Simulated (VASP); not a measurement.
The system is WAu.

```xyz
2
Lattice="0.0000 2.9092 2.9092 2.9092 0.0000 2.9092 2.9092 2.9092 0.0000" Properties=species:S:1:pos:R:3 pbc="T T T"
W     0.0000    0.0000    0.0000
Au    4.3638    4.3638    4.3638
```

The cell was built by a generator and needn't be a form met in nature.

| Item | Value |
| --- | --- |
| Program | VASP 6.6.1 |
| Task | relaxation of cell and atoms |
| Functional | PBEsol |
| Potentials or basis | VASP PAW PBE potentials, release 64 (W_sv, Au) |
| Cutoff | 600 eV |
| k mesh | 6 × 6 × 6 |
| Occupations | fermi-dirac, width 0.05 eV |
| Spin | spin-orbit coupling, no magnetisation |

At the start: pressure -4.8 GPa; volume 24.62 Å³/atom.

Q: How do energy, volume and symmetry change on relaxing?

A: Over 4 steps the energy falls by 13.9 meV/atom and the volume is 23.73 Å³/atom (-3.6 %); space group F-43m (No. 216, to 0.05 Å).

Step by step:
```csv
step,energy change (eV),largest force (eV/Å),pressure (GPa),volume (Å³)
1,0.0000,0.0000,-4.81,49.24
2,0.0891,0.0000,12.19,44.16
3,-0.0278,0.0000,-0.12,47.50
4,-0.0279,0.0000,-0.05,47.46
```

Final structure:
```
W Au
1.0
     0.00000    2.87367    2.87367
     2.87367    0.00000    2.87367
     2.87367    2.87367    0.00000
W Au
1 1
Direct
  0.00000 0.00000 0.00000
  0.75000 0.75000 0.75000
```

Caveat: the PAW data sets were made with another functional, which shifts forces and pressure a little.
